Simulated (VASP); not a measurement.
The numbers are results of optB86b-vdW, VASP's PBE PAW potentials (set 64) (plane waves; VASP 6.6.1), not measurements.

The input files of a VASP run:

### INCAR
```
SYSTEM = SrTiO3
PREC = Accurate; ENCUT = 520; LREAL = F
LASPH = T
EDIFF = 1E-7; NELM = 100; ALGO = Normal
LMAXMIX = 4
ISMEAR = -5
GGA = MK; LUSE_VDW = T; AGGAC = 0.0
PARAM1 = 0.1234; PARAM2 = 1.0
ISIF = 2
LWAVE = F; LCHARG = T; LORBIT = 11
NEDOS = 601
LEFG = T
```

### POSCAR
```
SrTiO3
3.9149920
  1.0000001249   0.0000000000   0.0000000000
  0.0000000000   1.0000001249   0.0000000000
  0.0000000000   0.0000000000   1.0000001249
Sr Ti O
1 1 3
Cart
  0.0000000000   0.0000000000   0.0000000000
  0.5000000624   0.5000000624   0.5000000624
  0.5000000624   0.0000000000   0.5000000624
  0.0000000000   0.5000000624   0.5000000624
  0.5000000624   0.5000000624   0.0000000000
```

**KPOINTS**
```
kpoints
0
Gamma
6 6 6
0 0 0
```

POTCAR, in this order: Sr_sv Ti_sv O (PBE.64 set). Program: vasp_std.

Task: Estimate the energy per atom (σ→0), band gap (on the k-mesh).

Result: 
```
Item                              Result
------------------------  --------------
energy per atom (σ→0)     -6.208 eV/atom
band gap (on the k-mesh)         1.83 eV
```

OSZICAR:
```
...
DAV:  11    -0.310409023761E+02    0.81159E-02   -0.69494E-02  1480   0.221E+00    0.193E-01
DAV:  12    -0.310406444995E+02    0.25788E-03   -0.25899E-03  1128   0.567E-01    0.938E-02
DAV:  13    -0.310405932624E+02    0.51237E-04   -0.52749E-04  1424   0.189E-01    0.491E-02
DAV:  14    -0.310405941830E+02   -0.92057E-06   -0.61049E-05  1336   0.522E-02    0.186E-02
DAV:  15    -0.310405914264E+02    0.27566E-05   -0.14163E-05  1400   0.378E-02    0.644E-03
DAV:  16    -0.310405915170E+02   -0.90633E-07   -0.17542E-06  1232   0.126E-02    0.402E-03
DAV:  17    -0.310405914356E+02    0.81403E-07   -0.85721E-07  1384   0.111E-02
   1 F= -.31040591E+02 E0= -.31040591E+02  d E =0.000000E+00
```

The compound is SrTiO3 in the cubic perovskite structure, the ideal cubic form; the compound distorts at low or room temperature. It was relaxed first.
